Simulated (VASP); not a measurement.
A VASP calculation is set up with these files.

File KPOINTS:
```
Automatic
0
Gamma
6 6 6
```

**INCAR**
```
LWAVE  =  F
PREC  =  Accurate
EDIFF  =  1E-6   # SCF stop (eV)
ISMEAR  =  0   # Gaussian
ISIF  =  2
LREAL  =  F   # projection in real space or not
NELM  =  100
ALGO  =  Normal
SIGMA  =  0.1   # width (eV)
GGA  =  PS   # PBEsol
LCHARG  =  F
LMAXMIX  =  4   # l cut-off of mixed one-centre charges
SYSTEM  =  InBi
LASPH  =  T
ENCUT  =  300   # plane-wave cut-off (eV)
```

**POSCAR**
```
InBi
1
    0.0000000000     3.3984280000     3.3984280000
    3.3984280000     0.0000000000     3.3984280000
    3.3984280000     3.3984280000     0.0000000000
In Bi
1 1
Direct
 -0.0083710000  -0.0032180000   0.0028000000
  0.2583710000   0.2532180000   0.2472000000
```

POTCAR, in this order: In_d Bi_d (PBE.64 set). Program: vasp_std.

Q: Write an equivalent input for Quantum ESPRESSO's pw.x.

A: One equivalent input (not run):
```
&CONTROL
  calculation = 'scf'
  pseudo_dir = './pseudo'
  outdir = './out'
  tprnfor = .true.
  tstress = .true.
/
&SYSTEM
  ibrav = 0
  nat = 2
  ntyp = 2
  ecutwfc = 70
  occupations = 'smearing'
  smearing = 'gaussian'
  degauss = 0.00735
  input_dft = 'pbesol'
/
&ELECTRONS
  conv_thr = 7.3e-08
  electron_maxstep = 100
/
ATOMIC_SPECIES
  In 114.818 In.upf
  Bi 208.980 Bi.upf
CELL_PARAMETERS angstrom
     0.0000000    3.3984280    3.3984280
     3.3984280    0.0000000    3.3984280
     3.3984280    3.3984280    0.0000000
ATOMIC_POSITIONS crystal
  In  -0.0083710 -0.0032180  0.0028000
  Bi   0.2583710  0.2532180  0.2472000
K_POINTS automatic
  6 6 6 0 0 0
```
Limits of the translation: the potentials are each code's own (VASP's PAW set, PseudoDojo norm-conserving files in pw.x), so ENCUT and ecutwfc are chosen apart and not converted; conv_thr bounds pw.x's estimated SCF error, while EDIFF bounds the energy change between steps.

The structure comes from a computed database's InBi entry (F-43m); how it stands against other phases isn't given here. The cell was not relaxed at this level, atoms are displaced from their ideal sites.
